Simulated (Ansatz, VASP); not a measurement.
# ZnCu2SnS4 in two plane-wave programs

Wanted: the spread between two codes on one cell, functional and k mesh. The cell is taken from a series of runs on this material, whose earlier steps may have relaxed, scaled, displaced or heated it; both programs get it as it stands.

Program: Ansatz 0.2.0. Level of theory: plane waves, with VASP 6.6.1 beside it; relaxation of cell and atoms at LDA. Results are calculated unless marked as measured.

### Step 1. The starting structure

It takes space group I-4 (No. 82, tetragonal). Conventional cell: a = 5.318 Å, b = 5.318 Å, c = 10.640 Å, α = 90.00°, β = 90.00°, γ = 90.00°. Nearest to Zn lie 4 S at 2.30 Å. Cu has 4 S at 2.25 Å nearest. Cu has 4 S at 2.24 Å nearest. Nearest to Sn lie 4 S at 2.43 Å. Nearest to S lie 2 Cu at 2.24 to 2.25 Å and 1 Zn at 2.30 Å and 1 Sn at 2.43 Å. Farther neighbours and most contacts between anions are not listed.

### Step 2. VASP: relaxation of cell and atoms, LDA

The relaxed volume is the usual yardstick between codes: in a stiff, nearly cubic crystal its relative difference is about their pressure difference at one cell divided by the bulk modulus.

Lines of VASP's logs that name or quote its potential files are left out, and so is its time.

Contents of INCAR:

```
SYSTEM = ZnCu2SnS4
PREC = Accurate
ENCUT = 600
EDIFF = 1E-07
NELM = 120
ISMEAR = 0
SIGMA = 0.01
LREAL = .FALSE.
ALGO = Normal
GGA = CA
NBANDS = 44
LASPH = .TRUE.
LORBIT = 11
LWAVE = .FALSE.
LCHARG = .FALSE.
ISIF = 3
IBRION = 2
NSW = 80
EDIFFG = -0.005
GGA_COMPAT = .FALSE.
NELMIN = 4
EFERMI = MIDGAP
KPAR = 2
```

Contents of POSCAR:

```
ZnCu2SnS4
1.0
   -2.6590768453      2.6590768453      5.3200677103
    2.6590768453     -2.6590768453      5.3200677103
    2.6590768453      2.6590768453     -5.3200677103
Zn Cu Sn S
1 2 1 4
Direct
    0.2500000000      0.7500000000      0.5000000000
    0.0000000000      0.0000000000      0.0000000000
    0.7500000000      0.2500000000      0.5000000000
    0.5000000000      0.5000000000      0.0000000000
    0.3698677675      0.9000545463      0.0092486162
    0.0999454537      0.1091940699      0.4698132211
    0.8908059301      0.3606191513      0.9907513838
    0.6393808487      0.6301322325      0.5301867789
```

Contents of KPOINTS:

```
Automatic mesh
0
Gamma
8 8 8
0 0 0
```

The projector-augmented-wave data sets are Zn, Cu, Sn_d and S (LDA family, release 64).

Launch:

```bash
mpirun -np 2 vasp_std
```

Numbers of over 12 decimals in the logs are rounded to 6 here.

The log of the run:

```text
[banner, memory and clock lines left out]
running    2 mpi-ranks, on    1 nodes
 distrk:  each k-point on    1 cores,    2 groups
 distr:  one band on    1 cores,    1 groups

 POSCAR found type information on POSCAR ZnCuSnS
 POSCAR found :  4 types and       8 ions
 LDA part: xc-table for (Slater(with rela. corr.)+CA(PZ))
 , standard interpolation
 POSCAR, INCAR and KPOINTS ok, starting setup
 FFT: planning ... GRIDC
 FFT: planning ... GRID_SOFT
 FFT: planning ... GRID
 WAVECAR not read
 entering main loop
       N       E                     dE             d eps       ncg     rms          rms(c)
DAV:   1     0.771924448088E+03    0.77192E+03   -0.35299E+04  6884   0.237E+03
DAV:   2     0.103372469654E+03   -0.66855E+03   -0.64955E+03  6864   0.576E+02
DAV:   3    -0.295667328454E+02   -0.13294E+03   -0.12960E+03  8228   0.236E+02
DAV:   4    -0.408369362986E+02   -0.11270E+02   -0.11131E+02  9736   0.676E+01
DAV:   5    -0.412706198121E+02   -0.43368E+00   -0.43268E+00 10128   0.144E+01    0.187E+01
DAV:   6    -0.408187743157E+02    0.45185E+00   -0.44569E+01 10428   0.117E+02    0.136E+01
DAV:   7    -0.383234923590E+02    0.24953E+01   -0.12511E+01  9152   0.965E+01    0.860E+00
DAV:   8    -0.386384116272E+02   -0.31492E+00   -0.51409E+00 10848   0.278E+01    0.430E+00
DAV:   9    -0.384562385041E+02    0.18217E+00   -0.16097E+00  9344   0.247E+01    0.702E-01
DAV:  10    -0.384560252182E+02    0.21329E-03   -0.11072E-01 10604   0.523E+00    0.272E-01
DAV:  11    -0.384565528666E+02   -0.52765E-03   -0.11896E-02 11432   0.843E-01    0.159E-01
DAV:  12    -0.384566667155E+02   -0.11385E-03   -0.18497E-03 11040   0.769E-01    0.103E-01
DAV:  13    -0.384565063268E+02    0.16039E-03   -0.87281E-04 10328   0.656E-01    0.443E-02
DAV:  14    -0.384565020405E+02    0.42863E-05   -0.12384E-04 10988   0.203E-01    0.308E-02
DAV:  15    -0.384565010290E+02    0.10115E-05   -0.17537E-05 10456   0.600E-02    0.201E-02
DAV:  16    -0.384564999175E+02    0.11115E-05   -0.39006E-06 12480   0.244E-02    0.103E-02
DAV:  17    -0.384564998916E+02    0.25964E-07   -0.17343E-06  9440   0.114E-02    0.454E-03
DAV:  18    -0.384564998474E+02    0.44158E-07   -0.79284E-08  4328   0.512E-03
   1 F= -.38456500E+02 E0= -.38456500E+02  d E =-.384565E+02
[...]
2 F= -.38456899E+02 E0= -.38456899E+02  d E =-.398783E-03
[...]
3 F= -.38456899E+02 E0= -.38456899E+02  d E =-.399500E-03
 curvature:  -0.48 expect dE=-0.992E-04 dE for cont linesearch -0.516E-08
 trial: gam= 0.24599 g(F)=  0.120E-03 g(S)=  0.893E-04 ort =-0.306E-05 (trialstep = 0.991E+00)
 search vector abs. value=  0.260E-03
 bond charge predicted
       N       E                     dE             d eps       ncg     rms          rms(c)
DAV:   1    -0.384571519173E+02   -0.25254E-03   -0.15530E-02  9676   0.120E+00    0.138E-01
DAV:   2    -0.384571251885E+02    0.26729E-04   -0.31752E-03  9904   0.100E+00    0.699E-02
DAV:   3    -0.384570367575E+02    0.88431E-04   -0.71795E-04  9776   0.600E-01    0.376E-02
DAV:   4    -0.384570272406E+02    0.95170E-05   -0.67573E-05 10288   0.105E-01    0.203E-02
DAV:   5    -0.384570230040E+02    0.42366E-05   -0.10355E-05 12480   0.561E-02    0.705E-03
DAV:   6    -0.384570225079E+02    0.49609E-06   -0.37627E-06 10152   0.282E-02    0.278E-03
DAV:   7    -0.384570224290E+02    0.78877E-07   -0.43926E-07  6176   0.208E-02
   4 F= -.38457022E+02 E0= -.38457022E+02  d E =-.123081E-03
 trial-energy change:   -0.000123  1 .order   -0.000123   -0.000206   -0.000040
 step:   1.2263(harm=  1.2263)  dis= 0.00159  next Energy=   -38.457027 (dE=-0.128E-03)
 reached required accuracy - stopping structural energy minimisation
```

Parts of OUTCAR (step 2):

```text
ion  position               nearest neighbor table
   1  0.250  0.750  0.500-   8 2.30   7 2.30   5 2.30   6 2.30
   2  0.000  0.000  0.000-   6 2.25   5 2.25   7 2.25   8 2.25
   3  0.750  0.250  0.500-   8 2.24   7 2.24   5 2.24   6 2.24
   4  0.500  0.500  0.000-   5 2.43   7 2.43   6 2.43   8 2.43
   5  0.370  0.900  0.009-   3 2.24   2 2.25   1 2.30   4 2.43
   6  0.100  0.109  0.470-   3 2.24   2 2.25   1 2.30   4 2.43
   7  0.891  0.361  0.991-   3 2.24   2 2.25   1 2.30   4 2.43
   8  0.639  0.630  0.530-   3 2.24   2 2.25   1 2.30   4 2.43

  LATTYP: Found a body centered tetragonal cell.
 ALAT       =     5.3181536906
 C/A-ratio  =     2.0007198061

 Subroutine GETGRP returns: Found  4 space group operations
 (whereof  4 operations were pure point group operations)

The static configuration has the point symmetry S_4 .

 Found     78 irreducible k-points:

   k-points           NKPTS =     78   k-points in BZ     NKDIM =     78   number of bands    NBANDS=     44

   dimension x,y,z NGX =    54 NGY =   54 NGZ =   54
   dimension x,y,z NGXF=   108 NGYF=  108 NGZF=  108

   ENCUT  =  600.0 eV  44.10 Ry    6.64 a.u.  13.01 13.01 13.01*2*pi/ulx,y,z

   NELECT =      72.0000    total number of electrons

 k-points in reciprocal lattice and weights: Automatic mesh
   0.00000000  0.00000000  0.00000000       0.002
   0.12500000 -0.00000000  0.00000000       0.016
   0.25000000 -0.00000000  0.00000000       0.016
   0.37500000 -0.00000000  0.00000000       0.016
   0.50000000 -0.00000000  0.00000000       0.008
   0.12500000  0.12500000  0.00000000       0.016
   0.25000000  0.12500000  0.00000000       0.016
  -0.25000000 -0.12500000  0.37500000       0.016
   0.37500000  0.12500000  0.00000000       0.016
[...]
-0.37500000 -0.37500000  0.37500000       0.004
   0.50000000  0.50000000  0.50000000       0.002

 average (electrostatic) potential at core
       1 -35.2096       2 -66.1605       3 -66.1430       4-102.1570       5 -87.1814
       6 -87.1814       7 -87.1814       8 -87.1814

 E-fermi :   5.4361

 k-point     1 :       0.0000    0.0000    0.0000
  band No.  band energies     occupation
    ...
     32       3.3484      2.00000
     33       3.5510      2.00000
     34       5.2965      2.00000
     35       5.2965      2.00000
     36       5.3419      2.00000
     37       5.5302      0.00000
     38       7.0973      0.00000
     39       8.0354      0.00000
     40       8.9578      0.00000
     41       8.9578      0.00000
    ...

 k-point     2 :       0.1250   -0.0000    0.0000
  band No.  band energies     occupation
    ...
     32       3.4671      2.00000
     33       3.6189      2.00000
     34       4.7453      2.00000
     35       5.1383      2.00000
     36       5.2624      2.00000
     37       6.0817      0.00000
     38       7.3447      0.00000
     39       8.2203      0.00000
     40       8.8064      0.00000
     41       8.8691      0.00000
    ...

 k-point     3 :       0.2500   -0.0000    0.0000
  band No.  band energies     occupation
    ...
     32       3.5629      2.00000
     33       3.7279      2.00000
     34       4.2931      2.00000
     35       4.7421      2.00000
     36       5.0802      2.00000
     37       6.5761      0.00000
     38       8.0028      0.00000
     39       8.2714      0.00000
     40       8.5858      0.00000
     41       8.9419      0.00000
    ...

  Total       -0.0157861     -0.0157861     -0.0110101      0.0000000      0.0000000      0.0000000
  in kB       -0.1676981     -0.1676981     -0.1169614      0.0000003      0.0000000      0.0000000
  external PRESSURE =      -0.1507859 kB  Pullay stress =       0.0000000 kB

  energy-cutoff  :      600.00
  volume of cell :      150.82
      direct lattice vectors                 reciprocal lattice vectors
    -2.660982490  2.660982490  5.324933001     0.000000000  0.187900522  0.093897895
     2.660982490 -2.660982490  5.324933001     0.187900522 -0.000000000  0.093897895
     2.660982490  2.660982490 -5.324933001     0.187900522  0.187900522  0.000000000

 POSITION                                       TOTAL-FORCE (eV/Angst)
 -----------------------------------------------------------------------------------
      2.66098     -0.00000      2.66247        -0.000000     -0.000000      0.000000
      0.00000      0.00000      0.00000        -0.000000     -0.000000      0.000000
      0.00000      2.66098      2.66247        -0.000000     -0.000000      0.000000
      0.00000      0.00000      5.32493        -0.000000     -0.000000      0.000000
      1.43264     -1.38458      6.71123        -0.004337      0.002327     -0.000756
      1.27640      1.22834     -1.38629         0.002327      0.004337      0.000756
      1.22834      4.04556      1.38629         0.004337     -0.002327     -0.000756
      1.38458      1.43264      3.93864        -0.002327     -0.004337      0.000756
 -----------------------------------------------------------------------------------
    total drift:                               -0.000001     -0.000001     -0.000001

  FREE ENERGIE OF THE ION-ELECTRON SYSTEM (eV)
  ---------------------------------------------------
  free  energy   TOTEN  =       -38.4570224290 eV

  energy  without entropy=      -38.4570224290  energy(sigma->0) =      -38.45702243

 reached required accuracy - stopping structural energy minimisation

 total charge
# of ion       s       p       d       tot
------------------------------------------
    1        0.558   0.529   9.802  10.888
    2        0.407   0.438   9.259  10.104
    3        0.407   0.441   9.260  10.108
    4        1.124   1.131  10.105  12.360
    5        1.327   2.385   0.000   3.711
    6        1.327   2.385   0.000   3.711
    7        1.327   2.385   0.000   3.711
    8        1.327   2.385   0.000   3.711
--------------------------------------------------
tot          7.802  12.078  38.426  58.305

[... 3 further parts left out ...]
```

CONTCAR:

```
ZnCu2SnS4
   1.00000000000000
    -2.6609824899796783    2.6609824903607309    5.3249330006104678
     2.6609824899796783   -2.6609824903607309    5.3249330006104678
     2.6609824903607309    2.6609824899796783   -5.3249330006104678
  Zn              Cu              Sn              S
     1     2     1     4
Direct
     0.2500000000000000    0.7500000000000000    0.5000000000000000
     0.0000000000000000    0.0000000000000000    0.0000000000000000
     0.7500000000000000    0.2500000000000000    0.5000000000000000
     0.5000000000000000    0.5000000000000000    0.0000000000000000
     0.3700064049434498    0.8993635670658825    0.0090299597842637
     0.1006364329341176    0.1096663927183813    0.4706428377775655
     0.8903336072816187    0.3609764451591861    0.9909700402157363
     0.6390235548408139    0.6299935950565502    0.5293571622224345
```

This run has no spin polarisation, so a moment on Cu, if there is one, isn't seen. The run keeps the 4 symmetry operations of its start, so it cannot find a distortion of lower symmetry.

### Step 3. Ansatz: relaxation of cell and atoms, LDA

Ansatz runs on its default PAW (the set named soft_2) files.

The same cell, functional (in two slightly different forms), mesh and smearing now go to Ansatz, which takes its cutoff from its data sets.

Contents of input.yaml:

```yaml
crystal:
  lattice:
    - [-2.6590768453, 2.6590768453, 5.3200677103]
    - [2.6590768453, -2.6590768453, 5.3200677103]
    - [2.6590768453, 2.6590768453, -5.3200677103]
  atoms:
    - { symbol: Zn, position: [0.25, 0.75, 0.5] }
    - { symbol: Cu, position: [0.0, 0.0, 0.0] }
    - { symbol: Cu, position: [0.75, 0.25, 0.5] }
    - { symbol: Sn, position: [0.5, 0.5, 0.0] }
    - { symbol: S, position: [0.3698677675, 0.9000545463, 1.0092486162] }
    - { symbol: S, position: [0.0999454537, 0.1091940699, 0.4698132211] }
    - { symbol: S, position: [0.8908059301, 0.3606191513, -0.0092486162] }
    - { symbol: S, position: [0.6393808487, 0.6301322325, 0.5301867789] }
kpoints:
  mp_grid: { grid: [8, 8, 8] }
hamiltonian:
  xc: lda
scf:
  occupations: { method: gaussian, width: 0.01 }
output:
  forces: true
  stress: true
  eigenvalues: true
relax:
  adjacent_minimum: "off"
  f_tol: 0.001
  max_steps: 60
  cell: { stress_tol: 0.01 }
```

Launch:

```bash
ansatz run input.yaml --threads 16 --pin off --max-ram 61440MiB --backend cuda --events-out ev --progress --plain --runs-dir out --max-vram 78GiB
```

The log of the run:

```text
Engine: ansatz 0.2.0, aarch64-unknown-linux-gnu
Pseudopotentials: kind: paw
Pseudopotential: Zn, paw, valence charge 12, recommended cutoff 420 eV (normal), Zn.paw.azcp
Pseudopotential: Cu, paw, valence charge 19, recommended cutoff 420 eV (normal), Cu.paw.azcp
Pseudopotential: Sn, paw, valence charge 14, recommended cutoff 420 eV (normal), Sn.paw.azcp
Pseudopotential: S, paw, valence charge 6, recommended cutoff 420 eV (normal), S.paw.azcp
Functional definition: SPW92
  exchange = slater_x
  correlation = pw_c
device memory: the entry about to start is reckoned to put 9.3 GiB on a device that reports 168.7 GiB free (of which the cap on the GPU budget leaves the run 78.0 GiB)
GPU FFT provider: cuFFT
GPU libraries: cuBLAS 13.8.1, cuFFT 12.4.0, cuSOLVER 12.3.2
[...]
Basis set: ecut = 420 eV, 2913 PW (Γ)
[...]
k-points: 78 of 512 (time reversal used)
[...]
SCF converged after 8 iterations
[...]
- { symbol: Cu, position: [0, 0, 0] }
    - { symbol: Cu, position: [0.75, 0.250000, 0.500000] }
    - { symbol: Sn, position: [0.5, 0.5, 0] }
    - { symbol: S, position: [0.369855, 0.900030, 1.009230] }
    - { symbol: S, position: [0.099970, 0.109200, 0.469826] }
    - { symbol: S, position: [0.890800, 0.360626, -0.00922956] }
    - { symbol: S, position: [0.639374, 0.630145, 0.530174] }
```

### Step 4. Comparison

Known differences besides the potentials themselves: the two LDA forms differ slightly; the data sets hold 88 valence electrons in Ansatz (on its default PAW (the set named soft_2) files) and 72 in VASP; the cutoff is 420 eV in Ansatz and 600 eV in VASP; VASP's log shows a relativistic correction to its local exchange, Ansatz's none. Total energies have different zeros and are not compared.

The two programs side by side:

| quantity | Ansatz | VASP | difference |
| --- | --- | --- | --- |
| volume (Å³) | 150.46 | 150.82 | -0.24 % |
| edge a after relaxation, in the typed setting (Å) | 6.515 | 6.521 | -0.08 % |

### Step 5. What came out

- difference in volume (relaxation of cell and atoms, LDA): -0.24 %

What this shows: The difference in volume is -0.24 % (relaxation of cell and atoms, LDA), within the 1.2 % picked in this series as the mark of a large difference, as far as the stopping tolerances let one tell. The data sets hold unlike numbers of valence electrons (88 in Ansatz and 72 in VASP), so part of the differences comes from the potentials. How closely two codes agree says nothing of how well the functional describes the real material.

[Lines on the potential files, build, host, timing and source positions are cut from VASP's logs without a mark.]

[Logs are printed without paths, hosts, clocks, repeated set-up lines and the standing remarks that a program may print on its own settings, such as how far it seeks lower states.]

[Hosts, paths, dates, database ids (printed as entryN), source tags and the programs' standing remarks are cut or masked in the printed files.]
